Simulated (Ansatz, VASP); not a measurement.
# Cross-check of ZnS between VASP and Ansatz, part 2 of 2

Wanted: the spread between two codes on one cell, functional and k mesh. The cell is taken from a series of runs on this material, whose earlier steps may have relaxed, scaled, displaced or heated it; both programs get it as it stands.

VASP 6.6.1 and Ansatz 0.2.0.

So far: The starting structure; Ansatz: zone-centre phonons, LDA.

### Step 3. VASP: zone-centre phonons, LDA

Level of this step: LDA; plane waves and PAW (S, Zn) (VASP).

The same cell, functional (in two slightly different forms) and mesh now go to VASP, with its own data sets.

Lines of VASP's logs that name or quote its potential files are left out, and so is its time.

INCAR reads:

```
SYSTEM = ZnS
PREC = Accurate
ENCUT = 500
EDIFF = 1E-08
NELM = 120
ISMEAR = 0
SIGMA = 0.01
LREAL = .FALSE.
ALGO = Normal
GGA = CA
NBANDS = 15
LORBIT = 11
LWAVE = .FALSE.
LCHARG = .FALSE.
ISIF = 2
IBRION = 8
LEPSILON = .TRUE.
LASPH = .TRUE.
GGA_COMPAT = .FALSE.
EFERMI = MIDGAP
KPAR = 2
```

POSCAR reads:

```
ZnS
1.0
    0.0000000000      2.6382620014      2.6748413515
    2.6382620014      0.0000000000      2.6748413515
    2.6382620014      2.6382620014      0.0000000000
S Zn
1 1
Direct
    0.0000000000      0.0000000000      0.0000000000
    0.7500000000      0.7500000000      0.7500000000
```

KPOINTS reads:

```
Automatic mesh
0
Gamma
12 12 12
0 0 0
```

PAW data sets: S and Zn (LDA family, release 64).

The run is started by

```console
$ mpirun -np 2 vasp_std
```

Numbers of over 12 decimals in the logs are rounded to 6 here.

The log of the run:

```text
[banner, memory and clock lines left out]
running    2 mpi-ranks, on    1 nodes
 distrk:  each k-point on    1 cores,    2 groups
 distr:  one band on    1 cores,    1 groups

 POSCAR found type information on POSCAR S Zn
 POSCAR found :  2 types and       2 ions
 LDA part: xc-table for (Slater(with rela. corr.)+CA(PZ))
 , standard interpolation
 POSCAR, INCAR and KPOINTS ok, starting setup
 FFT: planning ... GRIDC
 FFT: planning ... GRID_SOFT
 FFT: planning ... GRID
 WAVECAR not read
 entering main loop
       N       E                     dE             d eps       ncg     rms          rms(c)
DAV:   1     0.805570625182E+02    0.80557E+02   -0.85088E+03  4890   0.141E+03
DAV:   2    -0.329435085475E+01   -0.83851E+02   -0.78650E+02  5436   0.266E+02
DAV:   3    -0.858967305250E+01   -0.52953E+01   -0.52667E+01  6136   0.639E+01
DAV:   4    -0.864426890771E+01   -0.54596E-01   -0.54576E-01  5919   0.672E+00
DAV:   5    -0.864488585396E+01   -0.61695E-03   -0.61693E-03  6283   0.697E-01    0.763E+00
DAV:   6    -0.824319619235E+01    0.40169E+00   -0.80575E-01  7327   0.338E+01    0.585E+00
DAV:   7    -0.821387777893E+01    0.29318E-01   -0.25375E-01  5926   0.539E+00    0.279E+00
DAV:   8    -0.820775520474E+01    0.61226E-02   -0.57271E-03  7418   0.131E+00    0.639E-01
DAV:   9    -0.820720182263E+01    0.55338E-03   -0.12167E-03  5618   0.269E-01    0.812E-02
DAV:  10    -0.820721715028E+01   -0.15328E-04   -0.85761E-05  6213   0.876E-02    0.223E-02
DAV:  11    -0.820721404781E+01    0.31025E-05   -0.10362E-05  7650   0.703E-02    0.408E-03
DAV:  12    -0.820721416632E+01   -0.11852E-06   -0.12425E-06  5863   0.122E-02    0.163E-03
DAV:  13    -0.820721417002E+01   -0.37005E-08   -0.51706E-08  6297   0.198E-03
   1 F= -.82072142E+01 E0= -.82072142E+01  d E =0.000000E+00
 Linear response reoptimize wavefunctions to high precision
DAV:   1    -0.820721417083E+01   -0.80377E-09   -0.19275E-09  4693   0.103E-03
DAV:   2    -0.820721417089E+01   -0.57526E-10   -0.72454E-10  3586   0.219E-04
 Linear response G [H, r] |phi>, progress :
  Direction:   1
       N       E                     dE             d eps       ncg     rms
RMM:   1    -0.481789003935E+02   -0.48179E+02    0.15069E+02  8288   0.733E+01
RMM:   2    -0.492489102521E+02   -0.10700E+01   -0.10378E+01  8406   0.265E+01
RMM:   3    -0.494269805068E+02   -0.17807E+00   -0.78443E-01  9199   0.651E+00
RMM:   4    -0.494334307587E+02   -0.64503E-02   -0.50979E-02  9376   0.134E+00
RMM:   5    -0.494310428173E+02    0.23879E-02    0.14788E-03  9589   0.318E-01
RMM:   6    -0.494316452068E+02   -0.60239E-03   -0.20619E-03  9626   0.867E-02
RMM:   7    -0.494314615185E+02    0.18369E-03   -0.31396E-05  9752   0.258E-02
RMM:   8    -0.494314930128E+02   -0.31494E-04   -0.31234E-04  9817   0.891E-03
RMM:   9    -0.494314727063E+02    0.20306E-04   -0.10427E-04  8982   0.312E-03
RMM:  10    -0.494314730291E+02   -0.32272E-06   -0.11245E-04  7411   0.141E-03
RMM:  11    -0.494314716889E+02    0.13402E-05   -0.91199E-05  6451   0.701E-04
RMM:  12    -0.494314624542E+02    0.92347E-05   -0.14511E-05  5668   0.501E-04
RMM:  13    -0.494314634701E+02   -0.10159E-05    0.25376E-06  5124   0.403E-04
RMM:  14    -0.494314644012E+02   -0.93107E-06   -0.54688E-05  4788   0.371E-04
RMM:  15    -0.494314637275E+02    0.67371E-06    0.11285E-05  4456   0.352E-04
RMM:  16    -0.494314627577E+02    0.96974E-06   -0.48758E-05  4224   0.348E-04
RMM:  17    -0.494314617847E+02    0.97300E-06    0.40551E-05  3999   0.347E-04
 Linear response G [H, r] |phi>, progress :
  Direction:   2
       N       E                     dE             d eps       ncg     rms
RMM:   1    -0.449314883532E+02   -0.44931E+02    0.17290E+02  8204   0.741E+01
RMM:   2    -0.469334892458E+02   -0.20020E+01   -0.92633E+00  8376   0.254E+01
RMM:   3    -0.470957221801E+02   -0.16223E+00   -0.71162E-01  9097   0.606E+00
RMM:   4    -0.470987322836E+02   -0.30101E-02   -0.43169E-02  9413   0.128E+00
RMM:   5    -0.470969117800E+02    0.18205E-02    0.11139E-03  9547   0.311E-01
RMM:   6    -0.470974953813E+02   -0.58360E-03   -0.19003E-03  9629   0.858E-02
RMM:   7    -0.470973104391E+02    0.18494E-03    0.13639E-04  9702   0.252E-02
RMM:   8    -0.470973439258E+02   -0.33487E-04   -0.16534E-04  9799   0.854E-03
RMM:   9    -0.470973210007E+02    0.22925E-04    0.67187E-05  8801   0.297E-03
RMM:  10    -0.470973228346E+02   -0.18338E-05    0.52198E-05  7295   0.131E-03
RMM:  11    -0.470973242965E+02   -0.14619E-05    0.37477E-05  6415   0.666E-04
RMM:  12    -0.470973290154E+02   -0.47189E-05   -0.21791E-06  5636   0.468E-04
RMM:  13    -0.470973275455E+02    0.14699E-05    0.29579E-06  5186   0.380E-04
RMM:  14    -0.470973266745E+02    0.87104E-06    0.26600E-05  4831   0.356E-04
RMM:  15    -0.470973263415E+02    0.33300E-06    0.13598E-05  4474   0.337E-04
RMM:  16    -0.470973260730E+02    0.26846E-06    0.15286E-05  4198   0.338E-04
[...]
RMM:   1    -0.548951718749E+00   -0.54895E+00   -0.20927E+00 18677   0.382E+00
RMM:   2    -0.576331368981E+00   -0.27380E-01   -0.13883E-02 25685   0.833E-01    0.142E+00
RMM:   3    -0.540524447745E+00    0.35807E-01   -0.24733E-02 25114   0.858E-01    0.741E-01
RMM:   4    -0.546054159627E+00   -0.55297E-02   -0.17270E-02 25736   0.713E-01    0.183E-01
[...]
RMM:   7    -0.559505949311E+00   -0.27118E-03   -0.12051E-05 15092   0.205E-02    0.163E-03
RMM:   8    -0.559515103594E+00   -0.91543E-05   -0.60936E-07 15758   0.436E-03    0.885E-04
RMM:   9    -0.559512062206E+00    0.30414E-05   -0.13258E-07 15932   0.141E-03    0.397E-04
RMM:  10    -0.559516122960E+00   -0.40608E-05   -0.25232E-08 14836   0.399E-04    0.176E-04
RMM:  11    -0.559515386091E+00    0.73687E-06   -0.19226E-09 13691   0.169E-04    0.207E-05
RMM:  12    -0.559515362316E+00    0.23775E-07    0.16855E-09  9259   0.706E-05    0.241E-06
 change of polarisation eV/A/(eV/A) component  3 :     0.328     0.035     1.063
 dielectric tensor                  component  3 :     1.594     0.169     6.167
 Linear response DOF=           4
 Linear response progress:
  Degree of freedom:   1/  4
       N       E                     dE             d eps       ncg     rms          rms(c)
RMM:   1    -0.105345129394E+00   -0.10535E+00    0.50756E-02 35807   0.229E+00
RMM:   2    -0.102958072667E+00    0.23871E-02   -0.49363E-03 22836   0.681E-01    0.173E-01
RMM:   3    -0.103341847960E+00   -0.38378E-03   -0.34699E-04 24939   0.150E-01    0.864E-02
RMM:   4    -0.103732850684E+00   -0.39100E-03   -0.54154E-05 25243   0.537E-02    0.166E-02
RMM:   5    -0.103746044019E+00   -0.13193E-04   -0.34354E-06 26317   0.131E-02    0.940E-03
RMM:   6    -0.103730868250E+00    0.15176E-04   -0.18269E-07 25879   0.393E-03    0.455E-03
RMM:   7    -0.103733726319E+00   -0.28581E-05   -0.60999E-08 25622   0.130E-03    0.693E-04
RMM:   8    -0.103734140455E+00   -0.41414E-06    0.88101E-10 27431   0.299E-04    0.119E-04
RMM:   9    -0.103733631445E+00    0.50901E-06    0.70046E-09 27026   0.975E-05    0.409E-05
RMM:  10    -0.103733792142E+00   -0.16070E-06    0.45420E-09 26810   0.427E-05    0.664E-06
RMM:  11    -0.103733806399E+00   -0.14256E-07    0.66867E-09 26877   0.213E-05    0.555E-06
RMM:  12    -0.103733792059E+00    0.14339E-07    0.99083E-09 23003   0.113E-05    0.466E-07
RMM:  13    -0.103733794643E+00   -0.25836E-08    0.61055E-09 16430   0.840E-06    0.142E-07
 first order change of Fermi-energy   0.62465E-04
 force on displaced ion       1 direction 1 :  -6.679   0.000  -0.000
 Born effective charge ion    1 direction 1 :  -1.903   0.000   0.000
 Linear response progress:
  Degree of freedom:   2/  4
       N       E                     dE             d eps       ncg     rms          rms(c)
RMM:   1    -0.105302809142E+00   -0.10530E+00    0.53682E-02 20852   0.230E+00
RMM:   2    -0.103068657111E+00    0.22342E-02   -0.49336E-03 13564   0.674E-01    0.175E-01
RMM:   3    -0.103459519108E+00   -0.39086E-03   -0.34763E-04 14600   0.150E-01    0.875E-02
RMM:   4    -0.103855038514E+00   -0.39552E-03   -0.54552E-05 14793   0.544E-02    0.168E-02
RMM:   5    -0.103866085890E+00   -0.11047E-04   -0.36938E-06 15379   0.135E-02    0.941E-03
RMM:   6    -0.103850988808E+00    0.15097E-04   -0.32990E-07 15150   0.401E-03    0.470E-03
RMM:   7    -0.103854169010E+00   -0.31802E-05   -0.81523E-08 14943   0.134E-03    0.638E-04
RMM:   8    -0.103854404988E+00   -0.23598E-06   -0.90583E-11 15956   0.297E-04    0.132E-04
RMM:   9    -0.103853868107E+00    0.53688E-06    0.82959E-10 15721   0.984E-05    0.427E-05
RMM:  10    -0.103854035326E+00   -0.16722E-06   -0.66767E-10 15627   0.426E-05    0.809E-06
RMM:  11    -0.103854049119E+00   -0.13794E-07   -0.91286E-11 15744   0.209E-05    0.583E-06
RMM:  12    -0.103854035152E+00    0.13967E-07   -0.38995E-09 13707   0.106E-05    0.316E-07
RMM:  13    -0.103854037477E+00   -0.23248E-08   -0.41416E-09  9676   0.768E-06    0.122E-07
 first order change of Fermi-energy   0.44264E+00
 force on displaced ion       1 direction 3 :   0.000   0.000  -6.771
 Born effective charge ion    1 direction 3 :   0.000   0.000  -1.937
 Linear response progress:
  Degree of freedom:   3/  4
       N       E                     dE             d eps       ncg     rms          rms(c)
RMM:   1    -0.212534789073E+00   -0.21253E+00    0.78232E-04 20166   0.217E+00
RMM:   2    -0.210492349471E+00    0.20424E-02   -0.29888E-03 22847   0.471E-01    0.122E-01
RMM:   3    -0.210283496286E+00    0.20885E-03   -0.67989E-05 27161   0.686E-02    0.717E-02
RMM:   4    -0.210015908058E+00    0.26759E-03   -0.13364E-05 26829   0.267E-02    0.392E-03
RMM:   5    -0.210015449753E+00    0.45830E-06   -0.28889E-07 28167   0.463E-03    0.142E-03
RMM:   6    -0.210020140935E+00   -0.46912E-05   -0.44985E-08 27878   0.145E-03    0.279E-04
RMM:   7    -0.210020638723E+00   -0.49779E-06   -0.17564E-08 28310   0.362E-04    0.121E-04
RMM:   8    -0.210020556022E+00    0.82702E-07   -0.54900E-09 26900   0.153E-04    0.300E-05
RMM:   9    -0.210020376544E+00    0.17948E-06   -0.32907E-10 28392   0.550E-05    0.117E-05
RMM:  10    -0.210020338614E+00    0.37930E-07    0.26793E-10 28778   0.233E-05    0.121E-06
RMM:  11    -0.210020343862E+00   -0.52486E-08    0.11891E-11 24299   0.127E-05    0.447E-07
 first order change of Fermi-energy  -0.15800E-04
 force on displaced ion       2 direction 1 :  -6.751   0.000  -0.000
 Born effective charge ion    2 direction 1 :   1.902   0.000   0.000
 Linear response progress:
  Degree of freedom:   4/  4
       N       E                     dE             d eps       ncg     rms          rms(c)
RMM:   1    -0.212429443109E+00   -0.21243E+00    0.21824E-03 11912   0.216E+00
RMM:   2    -0.210584362544E+00    0.18451E-02   -0.29179E-03 13422   0.465E-01    0.124E-01
RMM:   3    -0.210374179187E+00    0.21018E-03   -0.66847E-05 15859   0.680E-02    0.726E-02
RMM:   4    -0.210107303784E+00    0.26688E-03   -0.13161E-05 15689   0.266E-02    0.417E-03
RMM:   5    -0.210106346812E+00    0.95697E-06   -0.31388E-07 16461   0.467E-03    0.142E-03
RMM:   6    -0.210110914031E+00   -0.45672E-05   -0.43138E-08 16354   0.146E-03    0.277E-04
RMM:   7    -0.210111352293E+00   -0.43826E-06   -0.78283E-09 16573   0.370E-04    0.127E-04
RMM:   8    -0.210111387367E+00   -0.35074E-07   -0.32657E-09 15953   0.161E-04    0.336E-05
RMM:   9    -0.210111190764E+00    0.19660E-06    0.90132E-12 16544   0.557E-05    0.142E-05
RMM:  10    -0.210111154735E+00    0.36029E-07   -0.39014E-11 16829   0.236E-05    0.125E-06
RMM:  11    -0.210111158397E+00   -0.36618E-08   -0.12825E-10 14094   0.129E-05    0.535E-07
 first order change of Fermi-energy  -0.44196E+00
 force on displaced ion       2 direction 3 :   0.000   0.000  -6.803
 Born effective charge ion    2 direction 3 :   0.000   0.000   1.937
 Born effective charges drift removed
 Linear response finished
```

Parts of OUTCAR (step 3):

```text
ion  position               nearest neighbor table
   1  0.000  0.000  0.000-   2 2.30   2 2.30   2 2.30   2 2.30
   2  0.750  0.750  0.750-   1 2.30   1 2.30   1 2.30   1 2.30

  LATTYP: Found a body centered tetragonal cell.
 ALAT       =     3.7310659035
 C/A-ratio  =     1.4338215516

 Subroutine GETGRP returns: Found  8 space group operations
 (whereof  8 operations were pure point group operations)

The static configuration has the point symmetry D_2d.

 Found    163 irreducible k-points:

   k-points           NKPTS =    163   k-points in BZ     NKDIM =    163   number of bands    NBANDS=     15

   dimension x,y,z NGX =    28 NGY =   28 NGZ =   28
   dimension x,y,z NGXF=    56 NGYF=   56 NGZF=   56

   ENCUT  =  500.0 eV  36.75 Ry    6.06 a.u.   6.85  6.85  6.80*2*pi/ulx,y,z

   NELECT =      18.0000    total number of electrons

 k-points in reciprocal lattice and weights: Automatic mesh
   0.00000000  0.00000000  0.00000000       0.001
   0.08333333  0.00000000  0.00000000       0.005
   0.16666667  0.00000000  0.00000000       0.005
   0.25000000  0.00000000  0.00000000       0.005
   0.33333333  0.00000000  0.00000000       0.005
   0.41666667  0.00000000  0.00000000       0.005
   0.50000000  0.00000000  0.00000000       0.002
   0.08333333  0.08333333  0.00000000       0.001
   0.16666667  0.08333333  0.00000000       0.005
[...]
-0.33333333  0.16666667  0.50000000       0.002
  -0.25000000  0.25000000  0.50000000       0.001

 average (electrostatic) potential at core
       1 -88.7741       2 -37.0632

  Total        0.0599627      0.0599627     -0.0886375      0.0000000     -0.0000000      0.0000000
  in kB        2.5800502      2.5800502     -3.8138566      0.0000000     -0.0000000      0.0000000
  external PRESSURE =       0.4487479 kB  Pullay stress =       0.0000000 kB

  energy-cutoff  :      500.00
  volume of cell :       37.24
      direct lattice vectors                 reciprocal lattice vectors
     0.000000000  2.638262001  2.674841352    -0.189518706  0.189518706  0.186926974
     2.638262001  0.000000000  2.674841352     0.189518706 -0.189518706  0.186926974
     2.638262001  2.638262001  0.000000000     0.189518706  0.189518706 -0.186926974

 POSITION                                       TOTAL-FORCE (eV/Angst)
 -----------------------------------------------------------------------------------
      0.00000      0.00000      0.00000        -0.000000     -0.000000     -0.000000
      3.95739      3.95739      4.01226         0.000000      0.000000      0.000000
 -----------------------------------------------------------------------------------
    total drift:                                0.000001      0.000001      0.000001

 MACROSCOPIC STATIC DIELECTRIC TENSOR (including local field effects in DFT)
 ------------------------------------------------------
           6.110871     0.000000     0.000000
           0.000000     6.110871    -0.000000
           0.000000     0.000000     6.167188
 ------------------------------------------------------

 PIEZOELECTRIC TENSOR (including local field effects)  for field in x, y, z        (C/m^2)
          XX          YY          ZZ          XY          YZ          ZX
  --------------------------------------------------------------------------------
  x     0.00000     0.00000    -0.00000     0.00000    -0.66400     0.00000
  y     0.00000     0.00000    -0.00000     0.00000     0.00000    -0.66400
  z     0.00000     0.00000     0.00000    -0.65372     0.00000     0.00000

 BORN EFFECTIVE CHARGES (including local field effects) (in |e|, cummulative output)
 ---------------------------------------------------------------------------------
 ion    1
    1    -1.90211     0.00000     0.00000
    2     0.00000    -1.90211     0.00000
    3     0.00000     0.00000    -1.93704
 ion    2
    1     1.90211     0.00000     0.00000
    2     0.00000     1.90211     0.00000
    3     0.00000     0.00000     1.93704

 Eigenvectors and eigenvalues of the dynamical matrix
 ----------------------------------------------------

   1 f  =    8.776732 THz    55.145833 2PiTHz  292.760262 cm-1    36.297630 meV
             X         Y         Z           dx          dy          dz
      0.000000  0.000000  0.000000     0.000000   -0.000000   -0.818482
      3.957393  3.957393  4.012262    -0.000000    0.000000    0.574532

   2 f  =    8.725760 THz    54.825567 2PiTHz  291.060026 cm-1    36.086828 meV
             X         Y         Z           dx          dy          dz
      0.000000  0.000000  0.000000    -0.733944    0.360456   -0.000000
      3.957393  3.957393  4.012262     0.516718   -0.253771    0.000000

   3 f  =    8.725760 THz    54.825567 2PiTHz  291.060026 cm-1    36.086828 meV
             X         Y         Z           dx          dy          dz
      0.000000  0.000000  0.000000     0.360456    0.733944   -0.000000
      3.957393  3.957393  4.012262    -0.253771   -0.516718    0.000000

   4 f/i=    0.009861 THz     0.061959 2PiTHz    0.328931 cm-1     0.040782 meV
             X         Y         Z           dx          dy          dz
      0.000000  0.000000  0.000000    -0.000000   -0.000000    0.574532
      3.957393  3.957393  4.012262    -0.000000   -0.000000    0.818482

   5 f/i=    0.021958 THz     0.137965 2PiTHz    0.732433 cm-1     0.090810 meV
             X         Y         Z           dx          dy          dz
      0.000000  0.000000  0.000000    -0.384388   -0.428537   -0.000000
      3.957393  3.957393  4.012262    -0.545983   -0.608692   -0.000000

   6 f/i=    0.021958 THz     0.137965 2PiTHz    0.732433 cm-1     0.090810 meV
             X         Y         Z           dx          dy          dz
      0.000000  0.000000  0.000000     0.428537   -0.384388   -0.000000
      3.957393  3.957393  4.012262     0.608692   -0.545983   -0.000000

 MACROSCOPIC STATIC DIELECTRIC TENSOR IONIC CONTRIBUTION
 ------------------------------------------------------
           2.618311     0.000000    -0.000000
           0.000000     2.618311    -0.000000
          -0.000000    -0.000000     2.686643
 ------------------------------------------------------

 ELASTIC MODULI CONTR FROM IONIC RELAXATION (kBar)
 Direction    XX          YY          ZZ          XY          YZ          ZX
 --------------------------------------------------------------------------------
 XX           0.0000      0.0000      0.0000      0.0000      0.0000      0.0000
 YY           0.0000      0.0000      0.0000      0.0000      0.0000      0.0000
 ZZ           0.0000      0.0000      0.0000      0.0000      0.0000      0.0000
 XY           0.0000      0.0000      0.0000   -278.0548      0.0000      0.0000
 YZ           0.0000      0.0000      0.0000      0.0000   -273.5346     -0.0000
 ZX           0.0000      0.0000      0.0000      0.0000     -0.0000   -256.5661
 --------------------------------------------------------------------------------

 PIEZOELECTRIC TENSOR IONIC CONTR  for field in x, y, z        (C/m^2)
          XX          YY          ZZ          XY          YZ          ZX
  --------------------------------------------------------------------------------
  x     0.00000     0.00000     0.00000    -0.00000     0.79632     0.00000
  y     0.00000     0.00000     0.00000    -0.00000     0.00000     0.77123
  z     0.00000     0.00000     0.00000     0.81328    -0.00000    -0.00000
```

### Step 4. Differences

Known differences besides the potentials themselves: the two LDA forms differ slightly; fixed occupations in Ansatz, narrow Gaussian smearing in VASP; VASP's response is taken on the typed mesh, Ansatz refines its own for the field response alone; the cutoff is 420 eV in Ansatz and 500 eV in VASP; VASP's log shows a relativistic correction to its local exchange, Ansatz's none. Total energies have different zeros and are not compared.

Compared:

```csv
quantity,Ansatz,VASP,difference
ε∞ xx,6.16,6.11,+0.77 %
ε∞ yy,6.16,6.11,+0.77 %
ε∞ zz,6.22,6.17,+0.80 %
Born charge of S1 (mean of the diagonal) (e),-1.90,-1.91,+0.01
Born charge of Zn2 (mean of the diagonal) (e),1.90,1.91,-0.01
optical mode 1 to 2 (cm⁻¹),288.8,291.1,-0.78 %
optical mode 3 (cm⁻¹),290.9,292.8,-0.65 %
```

Modes are paired by rising frequency, not by their patterns, so a pair may set unlike modes beside each other; they are those without the splitting of longitudinal modes.

### Step 5. Results

```
r.m.s. difference of the optical zone-centre modes, each program's sorted by frequency (zone-centre phonons, LDA) : 2.1 cm⁻¹
difference in ε∞ zz (zone-centre phonons, LDA)                                                                    : +0.8 %
```

What this shows: The r.m.s. difference of the optical zone-centre modes, each program's sorted by frequency is 2.1 cm⁻¹ (zone-centre phonons, LDA). Among the rows given in per cent, the largest difference of the zone-centre phonons, LDA pair is in ε∞ zz, +0.8 %. Such differences can come from data sets, numerical settings and the points named under the comparisons, not from the functional's error against experiment.

[Lines on the potential files, build, host, timing and source positions are cut from VASP's logs without a mark.]

[Logs are printed without paths, hosts, clocks, repeated set-up lines and the standing remarks that a program may print on its own settings, such as how far it seeks lower states.]

[Hosts, paths, dates, database ids (printed as entryN), source tags and the programs' standing remarks are cut or masked in the printed files.]
